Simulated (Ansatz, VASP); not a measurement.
One calculation of Rb3Ba, two programs

```
Rb Ba
1.0
     0.00000    5.13827    5.13827
     5.13827    0.00000    5.13827
     5.13827    5.13827    0.00000
Rb Ba
3 1
Direct
  0.25000 0.25000 0.25000
  0.75000 0.75000 0.75000
  0.50000 0.50000 0.50000
  0.00000 0.00000 0.00000
```

Alike in both runs: task single point; functional BLYP; dispersion D4; k mesh 2 × 2 × 2; occupations gaussian, width 0.1 eV; no spin polarisation.

|  | VASP | Ansatz |
| --- | --- | --- |
| version | VASP 6.6.1 | Ansatz 0.2.0 |
| potentials or method | VASP PAW PBE potentials, release 64 (Rb_sv, Ba_sv) | scalar-relativistic, plane waves, PAW |
| plane-wave cutoff (eV) | 520 | 420 |
| valence electrons in the cell | 37 | 37 |

|  | VASP | Ansatz | Ansatz less VASP |
| --- | --- | --- | --- |
| gap on the k mesh at the Fermi level (eV) | none | none | - |
| pressure (GPa) | 1.1 | 1.0 | -0.02 |

A gap of «none» marks a metal or a gap that the smearing closes. Ansatz warned: «dispersion_switch_in_reach».

Caveats: the k mesh is coarse (spacing up to 0.53 Å⁻¹), so the values aren't converged; the PAW data sets were made with another functional, which shifts forces and pressure a little (VASP); pairwise dispersion overbinds metals, which lowers pressure and volume. The runs have no spin-orbit coupling, so splittings on Ba are missing.
